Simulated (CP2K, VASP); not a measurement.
The input files of a VASP run:

**POSCAR**
```
Ba2HfO4
13.555790
 -0.1534617311   0.1534617311   0.5000000000
  0.1534617311  -0.1534617311   0.5000000000
  0.1534617311   0.1534617311  -0.5000000000
Ba Hf O
2 1 4
Direct
  0.3525600000   0.3525600000   0.0000000000
  0.6474400000   0.6474400000   0.0000000000
  0.0000000000   0.0000000000   0.0000000000
  0.5000000000   0.0000000000   0.5000000000
  0.0000000000   0.5000000000   0.5000000000
  0.1546100000   0.1546100000   0.0000000000
  0.8453900000   0.8453900000   0.0000000000
```

**INCAR**
```
ALGO=Normal   ! blocked Davidson
LMAXMIX=6
LREAL=.FALSE.   ! projection in real space or not
LASPH=.TRUE.   ! aspherical one-centre terms
ISMEAR=0   ! Gaussian
NELM=100   ! most electronic steps
ENCUT=400
GGA=PS
SYSTEM=Ba2HfO4
LCHARG=.FALSE.
EDIFF=1E-6   ! SCF stop (eV)
ISIF=2   ! forces and stress, cell fixed
PREC=Accurate
SIGMA=0.01
LWAVE=.FALSE.
```

### KPOINTS
```
Automatic mesh
0
Gamma
6 6 6
0 0 0
```

POTCAR, in this order: Ba_sv Hf_pv O (PBE.64 set). Program: vasp_std.

Q: Write an input for CP2K that does the same calculation.

A: One input that does it (PBEsol, GPW, DZVP-MOLOPT-PBE-GTH basis, GTH-PBE potentials (POTENTIAL_UZH)):
```
&GLOBAL
  PROJECT scf
  RUN_TYPE ENERGY_FORCE
  PRINT_LEVEL MEDIUM
&END GLOBAL
&FORCE_EVAL
  METHOD Quickstep
  STRESS_TENSOR ANALYTICAL
  &DFT
    BASIS_SET_FILE_NAME BASIS_MOLOPT_UZH
    POTENTIAL_FILE_NAME POTENTIAL_UZH
    &QS
      METHOD GPW
      EPS_DEFAULT 1E-10
    &END QS
    &MGRID
      CUTOFF 500
      REL_CUTOFF 60
      NGRIDS 5
    &END MGRID
    &SCF
      SCF_GUESS ATOMIC
      EPS_SCF 1E-6
      MAX_SCF 100
      ADDED_MOS 10
      &DIAGONALIZATION
        ALGORITHM STANDARD
      &END DIAGONALIZATION
      &MIXING
        METHOD BROYDEN_MIXING
        ALPHA 0.3
        NBUFFER 8
      &END MIXING
    &END SCF
    &KPOINTS
      SCHEME MONKHORST-PACK 6 6 6
      GAMMA_CENTERED T
    &END KPOINTS
    &XC
      &XC_FUNCTIONAL
        &PBE
          PARAMETRIZATION PBESOL
        &END PBE
      &END XC_FUNCTIONAL
    &END XC
    &PRINT
      &MO
        EIGENVALUES T
        OCCUPATION_NUMBERS T
        NDIGITS 8
        FILENAME mo
        &EACH
          QS_SCF 0
        &END EACH
        ADD_LAST NUMERIC
      &END MO
      &MULLIKEN ON
      &END MULLIKEN
    &END PRINT
  &END DFT
  &SUBSYS
    &CELL
      A 7.38885100 0.00000000 0.00000000
      B 5.04606300 5.39744000 0.00000000
      C -6.21745700 -2.69872000 2.94198100
      PERIODIC XYZ
    &END CELL
    &COORD
      SCALED
      Ba       0.35256000     0.35256000     0.00000000
      Ba       0.64744000     0.64744000     0.00000000
      Hf       0.00000000     0.00000000     0.00000000
      O        0.50000000     0.00000000     0.50000000
      O        0.00000000     0.50000000     0.50000000
      O        0.15461000     0.15461000     0.00000000
      O        0.84539000     0.84539000     0.00000000
    &END COORD
    &KIND Ba
      BASIS_SET DZVP-MOLOPT-PBE-GTH-q10
      POTENTIAL GTH-PBE-q10
    &END KIND
    &KIND Hf
      BASIS_SET DZVP-MOLOPT-PBE-GTH-q12
      POTENTIAL GTH-PBE-q12
    &END KIND
    &KIND O
      BASIS_SET DZVP-MOLOPT-PBE-GTH-q6
      POTENTIAL GTH-PBE-q6
    &END KIND
  &END SUBSYS
  &PRINT
    &FORCES ON
    &END FORCES
    &STRESS_TENSOR ON
    &END STRESS_TENSOR
  &END PRINT
&END FORCE_EVAL
```
Both inputs were run and reached self-consistency, which says nothing on mesh or cut-off. Potentials, basis and cut-offs are each code's own, so they don't translate, and total energies aren't comparable.

Fixed occupations appear in VASP as a very narrow Gaussian smearing.

The structure comes from a computed database's Ba2HfO4 entry; how it stands against other phases isn't given here. The cell was not relaxed at this level, and it may have been scaled.
